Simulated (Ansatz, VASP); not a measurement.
# Cross-check of Al (Al(110)) between VASP and Ansatz, part 2 of 2

Aim: how closely do two programs agree when they are given the same cell, functional and k mesh? Of the first pair: The structure shown is the start of the Ansatz relaxation below; VASP solves that cell, so the two are compared at the walk's first step.

VASP 6.6.1 and Ansatz 0.2.0.

So far: The starting structure; Ansatz: relaxation, RPBE; VASP: single point, RPBE, start cell, pair 1.

### 3. VASP: single point, RPBE, start cell, pair 1 (continued)

Level of this step: RPBE; plane waves and PAW (Al) (VASP).

Numbers of over 12 decimals in the logs are rounded to 6 here.

OUTCAR, selected parts (step 3):

```text
ion  position               nearest neighbor table
   1  0.000  0.000  0.379-   2 2.86   2 2.86   2 2.86   2 2.86   3 2.86
   2  0.500  0.500  0.440-   1 2.86   1 2.86   1 2.86   1 2.86   3 2.86   3 2.86   3 2.86   3 2.86
                             4 2.86
   3  0.000  0.000  0.500-   5 2.86   1 2.86   4 2.86   4 2.86   4 2.86   4 2.86   2 2.86   2 2.86
                             2 2.86   2 2.86
   4  0.500  0.500  0.560-   5 2.86   5 2.86   5 2.86   5 2.86   3 2.86   3 2.86   3 2.86   3 2.86
                             2 2.86
   5  0.000  0.000  0.621-   4 2.86   4 2.86   4 2.86   4 2.86   3 2.86

  LATTYP: Found a simple orthorhombic cell.
 ALAT       =     2.8637824638
 B/A-ratio  =     1.4142135624
 C/A-ratio  =     8.2853936106

 Subroutine GETGRP returns: Found  8 space group operations
 (whereof  8 operations were pure point group operations)

The static configuration has the point symmetry D_2h.

 Found     30 irreducible k-points:

   k-points           NKPTS =     30   k-points in BZ     NKDIM =     30   number of bands    NBANDS=     13

   dimension x,y,z NGX =    28 NGY =   20 NGZ =  160
   dimension x,y,z NGXF=    56 NGYF=   40 NGZF=  320

   ENCUT  =  400.0 eV  29.40 Ry    5.42 a.u.   6.60  4.67 38.69*2*pi/ulx,y,z

   NELECT =      15.0000    total number of electrons

 k-points in reciprocal lattice and weights: Automatic mesh
   0.00000000  0.00000000  0.00000000       0.013
   0.12500000  0.00000000  0.00000000       0.025
   0.25000000  0.00000000  0.00000000       0.025
   0.37500000  0.00000000  0.00000000       0.025
   0.50000000  0.00000000  0.00000000       0.013
   0.00000000  0.10000000  0.00000000       0.025
   0.12500000  0.10000000  0.00000000       0.050
   0.25000000  0.10000000  0.00000000       0.050
   0.37500000  0.10000000  0.00000000       0.050
[...]
0.37500000  0.50000000  0.00000000       0.025
   0.50000000  0.50000000  0.00000000       0.013

 dipolmoment           0.000000      0.000000     -0.000001 electrons x Angstroem

 average (electrostatic) potential at core
       1 -81.3089       2 -81.2396       3 -81.2267       4 -81.2396       5 -81.3089

 E-fermi :  -0.2162

 k-point     1 :       0.0000    0.0000    0.0000
  band No.  band energies     occupation
    ...
      4      -3.7437      2.00000
      5      -2.6780      2.00000
      6      -1.2754      1.99995
      7      -1.0690      1.99960
      8      -1.0267      1.99940
      9       0.5354      0.00109
     10       1.4550      0.00000
     11       1.6973      0.00000
     12       3.0371      0.00000
     13       3.5658      0.00000

 k-point     2 :       0.1250    0.0000    0.0000
  band No.  band energies     occupation
    ...
      3      -6.4118      2.00000
      4      -4.0919      2.00000
      5      -3.6687      2.00000
      6      -2.3123      2.00000
      7      -1.1208      1.99976
      8       0.3547      0.00661
      9       0.4865      0.00177
     10       1.6294      0.00000
     11       2.2305      0.00000
     12       3.1980      0.00000
    ...

 k-point     3 :       0.2500    0.0000    0.0000
  band No.  band energies     occupation
    ...
      4      -5.6735      2.00000
      5      -4.2089      2.00000
      6      -3.0950      2.00000
      7      -1.7960      2.00000
      8      -0.1501      0.68085
      9       1.3480      0.00000
     10       2.4340      0.00000
     11       2.8650      0.00000
     12       3.7667      0.00000
     13       4.3162      0.00000

  Total       -0.8236671     -2.1069557     -0.3930820     -0.0000000      0.0000000      0.0000000
  in kB       -4.7952812    -12.2664181     -2.2884715     -0.0000000      0.0000000      0.0000000
  external PRESSURE =      -6.4500569 kB  Pullay stress =       0.0000000 kB

  energy-cutoff  :      400.00
  volume of cell :      275.20
      direct lattice vectors                 reciprocal lattice vectors
     4.050000000  0.000000000  0.000000000     0.246913580  0.000000000  0.000000000
     0.000000000  2.863782464  0.000000000     0.000000000  0.349188534  0.000000000
     0.000000000  0.000000000 23.727564928     0.000000000  0.000000000  0.042145075

 POSITION                                       TOTAL-FORCE (eV/Angst)
 -----------------------------------------------------------------------------------
      0.00000      0.00000      9.00000         0.000000      0.000000      0.156911
      2.02500      1.43189     10.43189         0.000000     -0.000000     -0.180839
      0.00000      0.00000     11.86378         0.000000      0.000000      0.000000
      2.02500      1.43189     13.29567         0.000000      0.000000      0.180839
      0.00000      0.00000     14.72757         0.000000      0.000000     -0.156911
 -----------------------------------------------------------------------------------
    total drift:                               -0.000000      0.000000     -0.000013

  FREE ENERGIE OF THE ION-ELECTRON SYSTEM (eV)
  ---------------------------------------------------
  free  energy   TOTEN  =       -16.2756234856 eV

  energy  without entropy=      -16.1968606018  energy(sigma->0) =      -16.23624204

 vacuum level on the upper side and lower side of the slab         3.699         3.699

 total charge
# of ion       s       p       d       tot
------------------------------------------
    1        0.478   0.280   0.000   0.757
    2        0.432   0.330   0.000   0.762
    3        0.427   0.342   0.000   0.769
    4        0.432   0.330   0.000   0.762
    5        0.478   0.280   0.000   0.757
--------------------------------------------------
tot          2.247   1.561   0.000   3.808

[... 3 further parts left out ...]
```

### 4. Comparison

Known differences besides the potentials themselves: the cutoff is 420 eV in Ansatz and 400 eV in VASP; Ansatz makes its cores anew for this functional, VASP keeps those of its PBE data sets. Total energies have different zeros and are not compared.

Forces (eV/Å; atoms numbered as in POSCAR):

```
atom        Ansatz x, y, z          VASP x, y, z
 Al1   0.000, 0.000, 0.147   0.000, 0.000, 0.157
 Al2  0.000, 0.000, -0.184  0.000, 0.000, -0.181
 Al3   0.000, 0.000, 0.000   0.000, 0.000, 0.000
 Al4   0.000, 0.000, 0.184   0.000, 0.000, 0.181
 Al5  0.000, 0.000, -0.147  0.000, 0.000, -0.157
```

The forces differ by 3.9 meV/Å r.m.s., which is 4.4 % of the r.m.s. force of 0.087 eV/Å (both taken over all components). Where the cell holds vacuum, a pressure given here is an average over it and none of the material.

### 5. Ansatz: relaxation, RPBE

This run makes the geometry at which the two programs are then compared.

The structure compared here is the end of the Ansatz relaxation.

This is the run of step 2 again, met here at its other cell.

### 6. VASP: single point, RPBE, relaxed atoms in a fixed cell, pair 2

The same cell, functional, mesh and smearing now go to VASP, with its own data sets.

INCAR reads:

```
SYSTEM = Al
PREC = Accurate
ENCUT = 400
EDIFF = 1E-06
NELM = 120
ISMEAR = -1
SIGMA = 0.1
LREAL = .FALSE.
ALGO = Normal
GGA = RP
NBANDS = 13
LORBIT = 11
LWAVE = .FALSE.
LCHARG = .FALSE.
ISIF = 2
LDIPOL = .TRUE.
IDIPOL = 3
DIPOL = 0.5 0.5 0.5
LVHAR = .TRUE.
LASPH = .TRUE.
GGA_COMPAT = .FALSE.
NELMDL = -8
KPAR = 4
```

POSCAR reads:

```
Al
1.0
    4.0500000000      0.0000000000      0.0000000000
    0.0000000000      2.8637824638      0.0000000000
    0.0000000000      0.0000000000     23.7275649276
Al
5
Direct
    0.0000000000      0.0000000000      0.3793056737
    0.5000000000      0.5000000000      0.4396528368
    0.0000000000      0.0000000000      0.4996485431
    0.5000000000      0.5000000000      0.5619200067
    0.0000000000      0.0000000000      0.6188151513
```

KPOINTS reads:

```
Automatic mesh
0
Gamma
8 10 1
0 0 0
```

The projector-augmented-wave data sets are Al (PBE family, release 64).

Started as:

```
> mpirun -np 4 vasp_std
```

The log of the run:

```text
[banner, memory and clock lines left out]
running    4 mpi-ranks, on    1 nodes
[...]
[... a notice as in an earlier step ...]

 LDA part: xc-table for (Slater+PW92), standard interpolation
 POSCAR, INCAR and KPOINTS ok, starting setup
[...]
entering main loop
       N       E                     dE             d eps       ncg     rms          rms(c)
DAV:   1     0.397631023323E+02    0.39763E+02   -0.37583E+03   780   0.618E+02
DAV:   2    -0.148275237555E+02   -0.54591E+02   -0.50403E+02  1159   0.114E+02
DAV:   3    -0.171033266062E+02   -0.22758E+01   -0.21855E+01   991   0.244E+01
DAV:   4    -0.171916815940E+02   -0.88355E-01   -0.88192E-01  1196   0.613E+00
[...]
DAV:  27    -0.162826761320E+02   -0.21182E-05   -0.43573E-08   560   0.572E-04    0.140E-04
DAV:  28    -0.162826776388E+02   -0.15068E-05   -0.66839E-08   591   0.527E-04    0.549E-04
DAV:  29    -0.162826779589E+02   -0.32011E-06   -0.11153E-08   570   0.264E-04
   1 F= -.16282678E+02 E0= -.16244179E+02  d E =-.769977E-01
```

From OUTCAR (step 6):

```text
  Total       -0.7247253     -1.8670937     -0.2615320      0.0000000      0.0000000      0.0000000
  in kB       -4.2192551    -10.8699732     -1.5226048      0.0000000      0.0000000      0.0000000
  external PRESSURE =      -5.5372777 kB  Pullay stress =       0.0000000 kB

 POSITION                                       TOTAL-FORCE (eV/Angst)
 -----------------------------------------------------------------------------------
      0.00000      0.00000      9.00000         0.000000      0.000000      0.141237
      2.02500      1.43189     10.43189         0.000000      0.000000     -0.134487
      0.00000      0.00000     11.85544         0.000000      0.000000      0.008257
      2.02500      1.43189     13.33299         0.000000      0.000000     -0.003777
      0.00000      0.00000     14.68298         0.000000      0.000000     -0.011230
 -----------------------------------------------------------------------------------
    total drift:                               -0.000000     -0.000000      0.000003

  FREE ENERGIE OF THE ION-ELECTRON SYSTEM (eV)
  ---------------------------------------------------
  free  energy   TOTEN  =       -16.2826779589 eV

  energy  without entropy=      -16.2056802279  energy(sigma->0) =      -16.24417909

[... 2 parts as in an earlier step ...]

[... 1 further part left out ...]
[key lines of the parts left out:]
E-fermi :  -0.2227
```

### 7. Side by side

Compared:

```
                                   quantity  Ansatz  VASP  difference
 work function, lower of the two faces (eV)    3.92  3.92        0.00
work function, higher of the two faces (eV)    3.92  3.92        0.00
```

Forces (eV/Å; atoms numbered as in POSCAR):

```
atom        Ansatz x, y, z          VASP x, y, z
 Al1   0.000, 0.000, 0.131   0.000, 0.000, 0.141
 Al2  0.000, 0.000, -0.138  0.000, 0.000, -0.134
 Al3   0.000, 0.000, 0.008   0.000, 0.000, 0.008
 Al4  0.000, 0.000, -0.001  0.000, 0.000, -0.004
 Al5  0.000, 0.000, -0.001  0.000, 0.000, -0.011
```

The forces differ by 3.9 meV/Å r.m.s., which is 7.8 % of the r.m.s. force of 0.050 eV/Å (both taken over all components). Where the cell holds vacuum, a pressure given here is an average over it and none of the material.

### 8. What came out

```
r.m.s. force difference (single point, RPBE, start cell, pair 1)                    : 3.9 meV/Å
r.m.s. force difference (single point, RPBE, relaxed atoms in a fixed cell, pair 2) : 3.9 meV/Å
```

**Reading.** The r.m.s. force difference is 3.9 meV/Å (single point, RPBE, relaxed atoms in a fixed cell, pair 2), within the 12 meV/Å picked in this series as the mark of a large difference. How closely two codes agree says nothing of how well the functional describes the real material.

[Lines on the potential files, build, host, timing and source positions are cut from VASP's logs without a mark.]

[Logs are printed without paths, hosts, clocks, repeated set-up lines and the standing remarks that a program may print on its own settings, such as how far it seeks lower states.]

[Hosts, paths, dates, database ids (printed as entryN), source tags and the programs' standing remarks are cut or masked in the printed files.]
